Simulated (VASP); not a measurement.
These are PBE GGA, VASP's PBE PAW potentials (set 64) (plane waves; VASP) values and carry that method's errors.

VASP input:

### INCAR
```
! general
SYSTEM  = GeSi62
PREC    = Normal
ENCUT   = 400
LREAL   = Auto
LASPH   = .True.   ! aspherical one-centre terms
ISYM    = 0

! electronic loop
EDIFF   = 1E-5
NELM    = 100
NELMIN  = 4
ALGO    = Fast   ! Davidson, then RMM-DIIS
LMAXMIX = 4   ! l cut-off of mixed one-centre charges

! smearing
ISMEAR  = 0
SIGMA   = 0.05   ! width (eV)

! functional
GGA     = PE

! ions
IBRION  = 2
NSW     = 70   ! most ionic steps
ISIF    = 2   ! forces and stress, cell fixed
EDIFFG  = -0.03

! output
LWAVE   = .True.
LCHARG  = .False.
```

**KPOINTS**
```
Automatic mesh
0
Gamma
1 1 1
0 0 0
```

**POSCAR**
```
GeSi62
1
   10.9370747000     0.0000000000     0.0000000000
    0.0000000000    10.9370747000     0.0000000000
   -0.0000000000    -0.0000000000    10.9370747000
Si Ge
62 1
Direct
  0.5000000000   0.0000000000   0.0000000000
  0.6250000000   0.1250000000   0.1250000000
  0.7500000000   0.2500000000   0.0000000000
  0.8750000000   0.3750000000   0.1250000000
  0.7500000000   0.0000000000   0.2500000000
  0.8750000000   0.1250000000   0.3750000000
  0.0000000000   0.0000000000   0.0000000000
  0.1250000000   0.1250000000   0.1250000000
  0.2500000000   0.2500000000   0.0000000000
  0.3750000000   0.3750000000   0.1250000000
  0.5000000000   0.5000000000   0.0000000000
  0.6250000000   0.6250000000   0.1250000000
  0.7500000000   0.7500000000   0.0000000000
  0.8750000000   0.8750000000   0.1250000000
  0.2500000000   0.0000000000   0.2500000000
  0.3750000000   0.1250000000   0.3750000000
  0.5033450000   0.2456380000   0.2480670000
  0.7526610000   0.4996050000   0.2454610000
  0.8750000000   0.6250000000   0.3750000000
  0.5000000000   0.0000000000   0.5000000000
  0.6250000000   0.1250000000   0.6250000000
  0.7455350000   0.2462850000   0.5026170000
  0.8750000000   0.3750000000   0.6250000000
  0.7500000000   0.0000000000   0.7500000000
  0.8750000000   0.1250000000   0.8750000000
  0.0000000000   0.5000000000   0.0000000000
  0.1250000000   0.6250000000   0.1250000000
  0.2500000000   0.7500000000   0.0000000000
  0.3750000000   0.8750000000   0.1250000000
  0.0000000000   0.2500000000   0.2500000000
  0.1250000000   0.3750000000   0.3750000000
  0.2500000000   0.5000000000   0.2500000000
  0.3750000000   0.6250000000   0.3750000000
  0.5000000000   0.7500000000   0.2500000000
  0.6250000000   0.8750000000   0.3750000000
  0.0000000000   0.0000000000   0.5000000000
  0.1250000000   0.1250000000   0.6250000000
  0.2500000000   0.2500000000   0.5000000000
  0.3750000000   0.3750000000   0.6250000000
  0.6250000000   0.6250000000   0.6250000000
  0.7500000000   0.7500000000   0.5000000000
  0.8750000000   0.8750000000   0.6250000000
  0.2500000000   0.0000000000   0.7500000000
  0.3750000000   0.1250000000   0.8750000000
  0.5000000000   0.2500000000   0.7500000000
  0.6250000000   0.3750000000   0.8750000000
  0.7500000000   0.5000000000   0.7500000000
  0.8750000000   0.6250000000   0.8750000000
  0.0000000000   0.7500000000   0.2500000000
  0.1250000000   0.8750000000   0.3750000000
  0.0000000000   0.5000000000   0.5000000000
  0.1250000000   0.6250000000   0.6250000000
  0.2500000000   0.7500000000   0.5000000000
  0.3750000000   0.8750000000   0.6250000000
  0.0000000000   0.2500000000   0.7500000000
  0.1250000000   0.3750000000   0.8750000000
  0.2500000000   0.5000000000   0.7500000000
  0.3750000000   0.6250000000   0.8750000000
  0.5000000000   0.7500000000   0.7500000000
  0.6250000000   0.8750000000   0.8750000000
  0.0000000000   0.7500000000   0.7500000000
  0.1250000000   0.8750000000   0.8750000000
  0.4980070000   0.5018720000   0.4977330000
```

POTCAR, in this order: Si Ge (PBE.64 set). Program: vasp_gam.

The run wrote:

**OSZICAR**
```
...
RMM:   3    -0.331452918950E+03   -0.58808E-03   -0.63090E-03   329   0.160E-01    0.745E-02
RMM:   4    -0.331452975685E+03   -0.56735E-04   -0.10657E-03   326   0.720E-02    0.327E-02
RMM:   5    -0.331452990169E+03   -0.14485E-04   -0.21818E-04   336   0.305E-02    0.219E-02
RMM:   6    -0.331452993094E+03   -0.29247E-05   -0.38941E-05   230   0.142E-02
  34 F= -.33145299E+03 E0= -.33145242E+03  d E =-.594362E-02
       N       E                     dE             d eps       ncg     rms          rms(c)
DAV:   1    -0.331456253271E+03   -0.32631E-02   -0.21339E-02   352   0.270E-01    0.606E-02
RMM:   2    -0.331456341782E+03   -0.88511E-04   -0.10541E-03   316   0.726E-02    0.251E-02
RMM:   3    -0.331456353063E+03   -0.11282E-04   -0.19064E-04   321   0.334E-02    0.126E-02
RMM:   4    -0.331456355044E+03   -0.19809E-05   -0.34101E-05   221   0.150E-02
  35 F= -.33145636E+03 E0= -.33145583E+03  d E =-.336195E-02
       N       E                     dE             d eps       ncg     rms          rms(c)
DAV:   1    -0.331462266218E+03   -0.59132E-02   -0.19195E-01   324   0.809E-01    0.182E-01
RMM:   2    -0.331463062775E+03   -0.79656E-03   -0.95451E-03   316   0.219E-01    0.751E-02
RMM:   3    -0.331463171743E+03   -0.10897E-03   -0.17882E-03   320   0.101E-01    0.387E-02
RMM:   4    -0.331463192168E+03   -0.20425E-04   -0.33645E-04   334   0.457E-02    0.192E-02
RMM:   5    -0.331463197963E+03   -0.57950E-05   -0.62244E-05   272   0.188E-02
  36 F= -.33146320E+03 E0= -.33146280E+03  d E =-.102049E-01
       N       E                     dE             d eps       ncg     rms          rms(c)
DAV:   1    -0.331457933501E+03    0.52587E-02   -0.76802E-01   336   0.162E+00    0.364E-01
RMM:   2    -0.331461148025E+03   -0.32145E-02   -0.38315E-02   316   0.439E-01    0.150E-01
RMM:   3    -0.331461593312E+03   -0.44529E-03   -0.71900E-03   320   0.203E-01    0.763E-02
RMM:   4    -0.331461671670E+03   -0.78358E-04   -0.13460E-03   335   0.916E-02    0.370E-02
RMM:   5    -0.331461694781E+03   -0.23112E-04   -0.26129E-04   343   0.379E-02    0.155E-02
RMM:   6    -0.331461700421E+03   -0.56399E-05   -0.46972E-05   249   0.165E-02
  37 F= -.33146170E+03 E0= -.33146148E+03  d E =-.870733E-02
       N       E                     dE             d eps       ncg     rms          rms(c)
DAV:   1    -0.331463808741E+03   -0.21140E-02   -0.25866E-01   330   0.941E-01    0.210E-01
RMM:   2    -0.331464881427E+03   -0.10727E-02   -0.12845E-02   316   0.253E-01    0.868E-02
RMM:   3    -0.331465021919E+03   -0.14049E-03   -0.23736E-03   320   0.117E-01    0.448E-02
RMM:   4    -0.331465045004E+03   -0.23085E-04   -0.43942E-04   334   0.525E-02    0.221E-02
RMM:   5    -0.331465051471E+03   -0.64677E-05   -0.82013E-05   298   0.218E-02
  38 F= -.33146505E+03 E0= -.33146474E+03  d E =-.120584E-01
       N       E                     dE             d eps       ncg     rms          rms(c)
DAV:   1    -0.331469029687E+03   -0.39847E-02   -0.62983E-02   336   0.468E-01    0.972E-02
RMM:   2    -0.331469267492E+03   -0.23781E-03   -0.28378E-03   316   0.120E-01    0.425E-02
RMM:   3    -0.331469300728E+03   -0.33236E-04   -0.53173E-04   320   0.559E-02    0.211E-02
RMM:   4    -0.331469307762E+03   -0.70342E-05   -0.10226E-04   327   0.255E-02    0.103E-02
RMM:   5    -0.331469309430E+03   -0.16676E-05   -0.17167E-05   193   0.107E-02
  39 F= -.33146931E+03 E0= -.33146906E+03  d E =-.425796E-02
       N       E                     dE             d eps       ncg     rms          rms(c)
DAV:   1    -0.331472048804E+03   -0.27410E-02   -0.47173E-01   324   0.128E+00    0.266E-01
RMM:   2    -0.331473864079E+03   -0.18153E-02   -0.21509E-02   316   0.333E-01    0.116E-01
RMM:   3    -0.331474134807E+03   -0.27073E-03   -0.41414E-03   320   0.156E-01    0.584E-02
RMM:   4    -0.331474191905E+03   -0.57098E-04   -0.81679E-04   335   0.714E-02    0.287E-02
RMM:   5    -0.331474205383E+03   -0.13478E-04   -0.14945E-04   335   0.295E-02    0.121E-02
RMM:   6    -0.331474208514E+03   -0.31310E-05   -0.26115E-05   212   0.127E-02
  40 F= -.33147421E+03 E0= -.33147408E+03  d E =-.915704E-02
       N       E                     dE             d eps       ncg     rms          rms(c)
DAV:   1    -0.331475796628E+03   -0.15912E-02   -0.28359E-02   368   0.320E-01    0.720E-02
RMM:   2    -0.331475918081E+03   -0.12145E-03   -0.13799E-03   316   0.837E-02    0.288E-02
RMM:   3    -0.331475938619E+03   -0.20537E-04   -0.25587E-04   320   0.393E-02    0.149E-02
RMM:   4    -0.331475942764E+03   -0.41456E-05   -0.49671E-05   253   0.179E-02
  41 F= -.33147594E+03 E0= -.33147584E+03  d E =-.173425E-02
       N       E                     dE             d eps       ncg     rms          rms(c)
DAV:   1    -0.331476582725E+03   -0.64411E-03   -0.54070E-02   336   0.441E-01    0.994E-02
RMM:   2    -0.331476813772E+03   -0.23105E-03   -0.26300E-03   316   0.116E-01    0.400E-02
RMM:   3    -0.331476853403E+03   -0.39631E-04   -0.49282E-04   320   0.546E-02    0.209E-02
RMM:   4    -0.331476861479E+03   -0.80761E-05   -0.97871E-05   326   0.248E-02
  42 F= -.33147686E+03 E0= -.33147678E+03  d E =-.265297E-02
       N       E                     dE             d eps       ncg     rms          rms(c)
DAV:   1    -0.331477883161E+03   -0.10298E-02   -0.28323E-02   368   0.308E-01    0.687E-02
RMM:   2    -0.331478007314E+03   -0.12415E-03   -0.14162E-03   316   0.843E-02    0.281E-02
RMM:   3    -0.331478028886E+03   -0.21572E-04   -0.24902E-04   320   0.388E-02    0.151E-02
RMM:   4    -0.331478032441E+03   -0.35554E-05   -0.46088E-05   238   0.174E-02
  43 F= -.33147803E+03 E0= -.33147795E+03  d E =-.117096E-02
       N       E                     dE             d eps       ncg     rms          rms(c)
DAV:   1    -0.331478327179E+03   -0.29829E-03   -0.40090E-02   324   0.367E-01    0.811E-02
RMM:   2    -0.331478503483E+03   -0.17630E-03   -0.20098E-03   316   0.100E-01    0.331E-02
RMM:   3    -0.331478533935E+03   -0.30452E-04   -0.35376E-04   320   0.463E-02    0.182E-02
RMM:   4    -0.331478538782E+03   -0.48468E-05   -0.65561E-05   295   0.207E-02
  44 F= -.33147854E+03 E0= -.33147846E+03  d E =-.167730E-02
       N       E                     dE             d eps       ncg     rms          rms(c)
DAV:   1    -0.331479326978E+03   -0.79304E-03   -0.31890E-02   360   0.322E-01    0.639E-02
RMM:   2    -0.331479459856E+03   -0.13288E-03   -0.15502E-03   316   0.849E-02    0.275E-02
RMM:   3    -0.331479488317E+03   -0.28461E-04   -0.29745E-04   320   0.395E-02    0.158E-02
RMM:   4    -0.331479492881E+03   -0.45639E-05   -0.54198E-05   241   0.178E-02
  45 F= -.33147949E+03 E0= -.33147943E+03  d E =-.954099E-03
       N       E                     dE             d eps       ncg     rms          rms(c)
DAV:   1    -0.331479667036E+03   -0.17872E-03   -0.53005E-02   324   0.415E-01    0.816E-02
RMM:   2    -0.331479887605E+03   -0.22057E-03   -0.25722E-03   316   0.109E-01    0.352E-02
RMM:   3    -0.331479934132E+03   -0.46528E-04   -0.49191E-04   320   0.509E-02    0.204E-02
RMM:   4    -0.331479941309E+03   -0.71769E-05   -0.90056E-05   310   0.230E-02
  46 F= -.33147994E+03 E0= -.33147988E+03  d E =-.140253E-02
       N       E                     dE             d eps       ncg     rms          rms(c)
DAV:   1    -0.331480509194E+03   -0.57506E-03   -0.34413E-02   336   0.326E-01    0.655E-02
RMM:   2    -0.331480650370E+03   -0.14118E-03   -0.17537E-03   316   0.866E-02    0.268E-02
RMM:   3    -0.331480682829E+03   -0.32459E-04   -0.34068E-04   320   0.404E-02    0.154E-02
RMM:   4    -0.331480688224E+03   -0.53955E-05   -0.61557E-05   248   0.180E-02
  47 F= -.33148069E+03 E0= -.33148064E+03  d E =-.746915E-03
```

OUTCAR:
```
------------------------ aborting loop because EDIFF is reached ----------------------------------------
  FORCE on cell =-STRESS in cart. coord.  units (eV):
  Direction    XX          YY          ZZ          XY          YZ          ZX
  --------------------------------------------------------------------------------------
  Total        3.4135682      3.4251370      3.3182215     -0.1664888      0.0413401      0.0305278
  in kB        4.1803788      4.1945463      4.0636137     -0.2038881      0.0506266      0.0373855
  external PRESSURE =       4.1461796 kB  Pullay stress =       0.0000000 kB
  volume of cell :     1308.29
      direct lattice vectors                 reciprocal lattice vectors
    10.937074700  0.000000000  0.000000000     0.091432127  0.000000000  0.000000000
     0.000000000 10.937074700  0.000000000     0.000000000  0.091432127  0.000000000
     0.000000000  0.000000000 10.937074700     0.000000000  0.000000000  0.091432127
 POSITION                                       TOTAL-FORCE (eV/Angst)
 -----------------------------------------------------------------------------------
      5.47670     10.91896     10.91985         0.005326      0.009113      0.004341
      6.83568      1.36659      1.36612         0.005155      0.001802     -0.001244
      8.19372      2.74370      0.01654        -0.000563     -0.009373      0.010720
      9.56952      4.10141      1.36652        -0.006378     -0.012480      0.001068
      8.19338      0.01749      2.74305        -0.001267      0.001250     -0.006299
      9.57242      1.36439      4.10054        -0.003695      0.001706     -0.006797
     10.93172      0.00288      0.00200         0.002717     -0.001403      0.003916
      1.34606      1.37608      1.37696        -0.001412      0.010822      0.004832
      2.74057      2.71695      0.01829        -0.001292      0.002343      0.007240
      4.07123      4.15844      1.37364         0.002046     -0.000715      0.001259
      5.45926      5.47712     10.93079         0.005881     -0.005531      0.007311
      6.77822      6.86484      1.37364        -0.002451     -0.003179      0.003871
      8.21963      8.19522      0.01810        -0.009590      0.001164      0.007276
      9.55860      9.58961      1.37783        -0.007413      0.002550      0.000597
      2.73850      0.01703      2.71807         0.005445      0.010312      0.000983
      4.06996      1.37364      4.15717         0.002498      0.011209     -0.001492
      5.28069      2.59567      2.59472        -0.010094     -0.014582     -0.014397
      8.33776      5.65267      2.59667         0.012067      0.010773     -0.010391
      9.56179      6.86512      4.15591        -0.003584      0.000826      0.006471
      5.45785     10.93264      5.47565         0.010297      0.002653      0.002141
      6.77802      1.37258      6.86496        -0.000128      0.002655     -0.001551
      8.34799      2.58849      5.66004         0.007233     -0.013482      0.014679
      9.56320      4.15800      6.86502         0.000660      0.005706     -0.002935
      8.21860      0.01758      8.19676        -0.010308      0.001451     -0.003287
      9.55840      1.37807      9.58936        -0.006656      0.001510     -0.001655
      0.01633      5.45866     10.92005        -0.003249      0.002960      0.006364
      1.34664      6.83249      1.36996         0.003478     -0.004724      0.004247
      2.73039      8.20566      0.01961        -0.004206      0.003550      0.003031
      4.10323      9.58880      1.37059         0.008771      0.001247      0.003298
     10.91867      2.74283      2.74149        -0.001587     -0.006835     -0.002074
      1.36493      4.10565      4.10350        -0.001440     -0.003033      0.002651
      2.72752      5.51090      2.76290         0.002723      0.002245      0.002348
      4.14939      6.78625      4.14619         0.004972     -0.002882     -0.011826
      5.42478      8.20798      2.76318        -0.001477     -0.006354     -0.003153
      6.82914      9.57033      4.10425         0.005763      0.005425     -0.001541
      0.01776     10.91855      5.45922        -0.009742      0.009814      0.000463
      1.34687      1.37069      6.83196         0.001842      0.004476     -0.001638
      2.72660      2.76379      5.50909         0.006759      0.003071      0.003954
      4.14809      4.14487      6.78672         0.010979     -0.009257     -0.006268
      6.79189      6.78768      6.78646        -0.000068     -0.007972     -0.003628
      8.17237      8.20875      5.50866         0.000666     -0.002849      0.002655
      9.56576      9.58826      6.83125        -0.007266      0.002330      0.001490
      2.73073      0.02008      8.20492        -0.008452      0.007086      0.003942
      4.10446      1.37007      9.58794         0.009636      0.005561      0.006379
      5.42627      2.76331      8.20735        -0.007348      0.002288     -0.003993
      6.83135      4.10500      9.56932        -0.004348      0.001326      0.002797
      8.17282      5.50984      8.20749        -0.003199      0.004738     -0.001709
      9.56603      6.83014      9.58887        -0.008335      0.002079     -0.003597
     10.91896      8.19774      2.71747        -0.008338     -0.006020      0.009372
      1.38837      9.54813      4.09545        -0.001060     -0.004666     -0.002699
      0.00373      5.47828      5.47592        -0.001375     -0.007423     -0.003502
      1.35683      6.84699      6.84653        -0.001621     -0.003287      0.000243
      2.75987      8.17797      5.48939         0.000348     -0.010885     -0.004721
      4.08964      9.58061      6.84666         0.000184     -0.002280     -0.001629
     10.91816      2.71822      8.19718        -0.003237      0.004757     -0.004785
      1.38773      4.09410      9.55048         0.002795     -0.006838     -0.006810
      2.75804      5.48858      8.17822         0.004046      0.001147     -0.007055
      4.08902      6.84684      9.57962        -0.000271     -0.001759     -0.003586
      5.44597      8.17741      8.17694         0.016445     -0.004302     -0.002372
      6.84170      9.54701      9.54930         0.005422      0.003251     -0.000755
     10.91525      8.20435      8.20530         0.001442      0.005687     -0.002654
      1.36452      9.57098      9.57066         0.002135     -0.003766     -0.004735
      5.77359      5.16275      5.16265        -0.006280      0.004997      0.004841
 -----------------------------------------------------------------------------------
    total drift:                               -0.032195      0.047129      0.060375
  FREE ENERGIE OF THE ION-ELECTRON SYSTEM (eV)
  ---------------------------------------------------
  free  energy   TOTEN  =      -331.4806882244 eV

  energy  without entropy=     -331.4805910026  energy(sigma->0) =     -331.48063961

 reached required accuracy - stopping structural energy minimisation
```
(Selected blocks of OUTCAR.)

File CONTCAR:
```
GeSi62
   1.00000000000000
    10.9370747000000001    0.0000000000000000    0.0000000000000000
     0.0000000000000000   10.9370747000000001    0.0000000000000000
     0.0000000000000000    0.0000000000000000   10.9370747000000001
  Si              Ge
    62     1
Direct
     0.5007459471224290    0.9983436970228314    0.9984248890448552
     0.6250005009468188    0.1249498429022999    0.1249075827396232
     0.7491693112105330    0.2508625110255090    0.0015123755260532
     0.8749617688158716    0.3750004677250180    0.1249441150589281
     0.7491386031451076    0.0015995594999229    0.2508025780418521
     0.8752267241041606    0.1247495201344867    0.3749207753400584
     0.9995106066726939    0.0002637327313005    0.0001825053668726
     0.1230728728327164    0.1258175388624004    0.1258987145977265
     0.2505765840071673    0.2484162869120165    0.0016726351875169
     0.3722415639072668    0.3802153415847007    0.1255945442541998
     0.4991515960837917    0.5007850615011281    0.9994255772201043
     0.6197467895621674    0.6276669279668065    0.1255949196256884
     0.7515378673241132    0.7493061173380577    0.0016552252593964
     0.8739629320139977    0.8767986544329888    0.1259782898628862
     0.2503864229695574    0.0015570573764421    0.2485189702991521
     0.3721250630808507    0.1255950453916813    0.3800988526445904
     0.4828244506859821    0.2373273547113453    0.2372410271396186
     0.7623391258268428    0.5168355780869232    0.2374186812575743
     0.8742549190885058    0.6276927767437539    0.3799839151481154
     0.4990227274227990    0.9995945552540560    0.5006506837678970
     0.6197285005580575    0.1254982643746083    0.6276782055356039
     0.7632741686243333    0.2366715800076853    0.5175095338182215
     0.8743836521538209    0.3801745939119092    0.6276830740948058
     0.7514439896238533    0.0016070651980224    0.7494473767820329
     0.8739449057032571    0.1259994656520102    0.8767759503669381
     0.0014928116769422    0.4990971527085842    0.9984432935192048
     0.1231258269611492    0.6247089510261178    0.1252586079833300
     0.2496457871441788    0.7502608027311143    0.0017932876909655
     0.3751673446723967    0.8767245180099905    0.1253156518472961
     0.9983172124129344    0.2507831311232384    0.2506602403465831
     0.1247980663290078    0.3753882610429866    0.3751921109639863
     0.2493829930810503    0.5038735393351990    0.2526177795109607
     0.3793879370650743    0.6204810184071042    0.3790947411100864
     0.4959994549532889    0.7504728566438016    0.2526432808425155
     0.6244032223413662    0.8750357393795122    0.3752602358958640
     0.0016238933689232    0.9983059815440920    0.4991481144982161
     0.1231468337078602    0.1253253304969608    0.6246610097232519
     0.2492991657370267    0.2526993571291015    0.5037080826639170
     0.3792683051058528    0.3789743411542966    0.6205238377027051
     0.6209965377197749    0.6206119044912095    0.6205001529453756
     0.7472168996039841    0.7505435601427779    0.5036680799249184
     0.8746179237888834    0.8766750312621172    0.6245961053942076
     0.2496764519869296    0.0018361602975286    0.7501935884789404
     0.3752793715579859    0.1252680200781535    0.8766457763968449
     0.4961350974140706    0.2526550302916669    0.7504154082925906
     0.6246051260800819    0.3753285421735083    0.8749430493256788
     0.7472579830772986    0.5037762645902596    0.7504281256457884
     0.8746427037416395    0.6244938070069217    0.8767307938148264
     0.9983432796984698    0.7495371144572409    0.2484642963059162
     0.1269412840386786    0.8730061728873062    0.3744558691408701
     0.0003410490854490    0.5008908003660271    0.5006752783290807
     0.1240574014843610    0.6260345378660994    0.6259930077924539
     0.2523410919061960    0.7477295193946988    0.5019067964565624
     0.3739246166445439    0.8759759550692489    0.6260048079736189
     0.9982710148957447    0.2485330169636776    0.7494859148913272
     0.1268827383608669    0.3743321423090018    0.8732202479979683
     0.2521732248871373    0.5018324360280902    0.7477516111861958
     0.3738679586648474    0.6260213608654479    0.8758849049514755
     0.4979366051429830    0.7476784251380784    0.7476352439810675
     0.6255514406717996    0.8729038738831620    0.8731123957980769
     0.9980046218596562    0.7501410053196057    0.7502276086407327
     0.1247612338626997    0.8750947390993407    0.8750657665766881
     0.5278918957821751    0.4720410029388302    0.4720318974795941
```

The supercell is sampled at Γ alone, which is coarse: total energies, pressure and levels can be off, energies of defects by several tenths of an eV.

The cell is a supercell with a defect, built from Si (diamond): Ge_Si-vac_Si. The run is not spin-polarised, so no state with unpaired spins was tried.
